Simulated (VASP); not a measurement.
Here is the system:

```xyz
3
Lattice="1.8673 -3.2342 0.0000 1.8673 3.2342 0.0000 0.0000 0.0000 4.8233" Properties=species:S:1:pos:R:3 pbc="T T T"
Pt     1.8673     3.2342     0.0000
Se     1.8673     1.0781     1.2714
Se     1.8673    -1.0781     3.5519
```

Calculation: vdW-DF-cx, VASP's PBE PAW potentials (set 64) (plane waves; VASP). Settings: 520 eV cut-off, 9×9×6 Γ-centred mesh, first-order Methfessel-Paxton smearing of 0.10 eV, potentials Pt Se.

Q: The ions and cell shape at fixed volume are relaxed. Give the cell that the relaxation ends in.

A: 
```xyz
3
Lattice="1.8796 -3.2555 0.0000 1.8796 3.2555 0.0000 0.0000 0.0000 4.7604" Properties=species:S:1:pos:R:3 pbc="T T T"
Pt     0.0000     0.0000     0.0000
Se     1.8796     1.0852     1.2813
Se     1.8796    -1.0852     3.4791
```
Space group P-3m1 (164), at a tolerance of 0.03 Å.

Q: How much energy does the relaxation gain?

A: The energy (σ→0) changes by -4.0 meV/atom, in 6 ionic steps.

The compound is PtSe2 in the 1T layered structure. This cell is one point of a volume scan, at 0.97 of the reference volume. Symmetry was kept, so distortions that lower it aren't found.
